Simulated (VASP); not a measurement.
Data:

```yaml
crystal:
  lattice:
    - [5.76491, 0.00000, 0.00000]
    - [0.00000, 5.76491, 0.00000]
    - [0.00000, 0.00000, 5.76491]
  atoms:
    - { symbol: In, position: [0.00000, 0.00000, 0.00000] }
    - { symbol: As, position: [0.25959, 0.25959, 0.25959] }
    - { symbol: As, position: [0.74041, 0.74041, 0.25959] }
    - { symbol: As, position: [0.74041, 0.25959, 0.74041] }
    - { symbol: As, position: [0.25959, 0.74041, 0.74041] }
    - { symbol: Ga, position: [0.50000, 0.50000, 0.00000] }
    - { symbol: Ga, position: [0.50000, 0.00000, 0.50000] }
    - { symbol: Ga, position: [0.00000, 0.50000, 0.50000] }
```

All values below come from PBEsol GGA, VASP's PBE PAW potentials (set 64) (plane waves; VASP). Numerical set-up: 400 eV cut-off, 5×5×5 Γ-centred mesh, tetrahedra with Blöchl corrections, potentials In_d As Ga_d.

The cores are frozen, which limits the accuracy of field gradients.

Question: Give the principal components of the electric field gradient (V/Å²) and the asymmetry η at each nucleus.

Answer: 
```json
[
 {"atom": "In1", "Vxx": "0.0", "Vyy": "0.0", "Vzz": "0.0", "η": "-"},
 {"atom": "As2", "Vxx": "13.7", "Vyy": "13.7", "Vzz": "-27.4", "η": "0.00"},
 {"atom": "As3", "Vxx": "13.7", "Vyy": "13.7", "Vzz": "-27.4", "η": "0.00"},
 {"atom": "As4", "Vxx": "13.7", "Vyy": "13.7", "Vzz": "-27.4", "η": "0.00"},
 {"atom": "As5", "Vxx": "13.7", "Vyy": "13.7", "Vzz": "-27.4", "η": "0.00"},
 {"atom": "Ga6", "Vxx": "5.1", "Vyy": "5.1", "Vzz": "-10.2", "η": "0.00"},
 {"atom": "Ga7", "Vxx": "5.1", "Vyy": "5.1", "Vzz": "-10.2", "η": "0.00"},
 {"atom": "Ga8", "Vxx": "5.1", "Vyy": "5.1", "Vzz": "-10.2", "η": "0.00"}
]
```

The structure was generated: Ga3InAs4 was put into an ordered model structure (P-43m), which need not be its known phase. It was relaxed first.
